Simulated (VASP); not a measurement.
These are PBE GGA, VASP's PBE PAW potentials (set 64) (plane waves; VASP 6.6.1) values and carry that method's errors.

VASP input:

KPOINTS:
```
Automatic
0
Gamma
 10 10 4
0 0 0
```

INCAR:
```
SYSTEM=BN
PREC=Accurate; ENCUT=620; LREAL=.FALSE.
LASPH=.TRUE.
EDIFF=1E-6; NELM=100; ALGO=Normal
ISMEAR=0; SIGMA=0.05
GGA=PE
IBRION=2; NSW=40; ISIF=3
EDIFFG=-0.02; PSTRESS=100
LWAVE=.FALSE.; LCHARG=.FALSE.
```

File POSCAR:
```
BN
1
    1.2507603709    -2.1663810453     0.0000000000
    1.2507603709     2.1663810453     0.0000000000
    0.0000000000     0.0000000000     6.3190953707
B N
2 2
Direct
  0.3333330000   0.6666670000   0.2500000000
  0.6666670000   0.3333330000   0.7500000000
  0.6666670000   0.3333330000   0.2500000000
  0.3333330000   0.6666670000   0.7500000000
```

POTCAR, in this order: B N (PBE.64 set). Program: vasp_std.

Energy and stress use the plane-wave basis of the starting cell. Without a dispersion term in the relaxation, distances and binding between the weakly bound layers, chains or molecules are unreliable, and so is what depends on them.

### Question
Estimate the energy per atom (σ→0), volume per atom.

### Answer

```yaml
energy per atom (σ→0): -8.750 eV/atom
volume_per_atom: 7.92 Å³/atom
```

File OSZICAR:
```
...
   8 F= -.33024592E+02 E0= -.33024592E+02  d E =0.727274E-03
       N       E                     dE             d eps       ncg     rms          rms(c)
DAV:   1    -0.350024442676E+02    0.79292E-02   -0.19979E-02  1084   0.153E+00    0.195E-01
DAV:   2    -0.350017234736E+02    0.72079E-03   -0.17293E-03  1204   0.399E-01    0.609E-02
DAV:   3    -0.350016938964E+02    0.29577E-04   -0.20713E-04  1152   0.137E-01    0.198E-02
DAV:   4    -0.350016883945E+02    0.55019E-05   -0.12950E-05  1240   0.368E-02    0.103E-02
DAV:   5    -0.350016877595E+02    0.63508E-06   -0.28444E-06   944   0.143E-02
   9 F= -.33025391E+02 E0= -.33025391E+02  d E =-.716705E-04
```

The compound is BN in the hex structure. This run relaxes it under an external pressure of 10 GPa. Symmetry was kept, so distortions that lower it aren't found.
